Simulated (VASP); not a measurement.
Calculation: LDA (Ceperley-Alder, Perdew-Zunger), VASP's LDA PAW potentials (set 64) (plane waves; VASP).

VASP ran on this input.

**KPOINTS**
```
Automatic mesh
0
Gamma
  8 8 8
0 0 0
```

### INCAR
```
SYSTEM = PbS
PREC = Accurate; ENCUT = 500; LREAL = .False.
LASPH = .True.
EDIFF = 1E-6; NELM = 100; ALGO = Normal
LMAXMIX = 4
ISMEAR = 0; SIGMA = 0.05
IBRION = 2; NSW = 40; ISIF = 3
EDIFFG = -0.02; PSTRESS = 50
LWAVE = .False.; LCHARG = .False.
```

**POSCAR**
```
PbS
1.0
  0.0000000000   2.9227693171   2.9227693171
  2.9227693171   0.0000000000   2.9227693171
  2.9227693171   2.9227693171   0.0000000000
Pb S
1 1
direct
  0.0000000000   0.0000000000   0.0000000000
  0.5000000000   0.5000000000   0.5000000000
```

POTCAR, in this order: Pb_d S (LDA.64 set). Program: vasp_std.

### Question
What will the output report for the number of irreducible k-points (NKPTS), largest plane-wave count, number of space-group operations, FFT grid (NGX, NGY, NGZ)?

### Answer

```
Item                                          Result
--------------------------------------  ------------
number of irreducible k-points (NKPTS)            29
largest plane-wave count                        1287
number of space-group operations                  48
FFT grid (NGX, NGY, NGZ)                30 × 30 × 30
```

The compound is PbS in the rock salt structure. This run relaxes it under an external pressure of 5 GPa. Symmetry was kept, so distortions that lower it aren't found.
